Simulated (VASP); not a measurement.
Data:

```xyz
4
Lattice="1.9129 -3.3132 0.0000 1.9129 3.3132 0.0000 0.0000 0.0000 6.2991" Properties=species:S:1:pos:R:3 pbc="T T T"
Zn     1.9129    -1.1044     3.1537
Zn     1.9129     1.1044     0.0042
S      1.9129    -1.1044     5.5076
S      1.9129     1.1044     2.3580
```

Calculation: PBE GGA, VASP's PBE PAW potentials (set 64) (plane waves; VASP 6.6.1). Settings: 480 eV cut-off, 6×6×4 Γ-centred mesh, Gaussian smearing of 0.050 eV, potentials Zn S.

Question: Give the stress tensor in GPa (positive for a compressed cell).

Answer: 
```
1.04  0.00  0.00
0.00  1.04  0.00
0.00  0.00  0.67
```
The pressure is its mean diagonal, 0.92 GPa.

The compound is ZnS in the wurtzite structure, the high-temperature form. This cell was strained or had an atom moved on purpose. Symmetry was kept, so distortions that lower it aren't found.
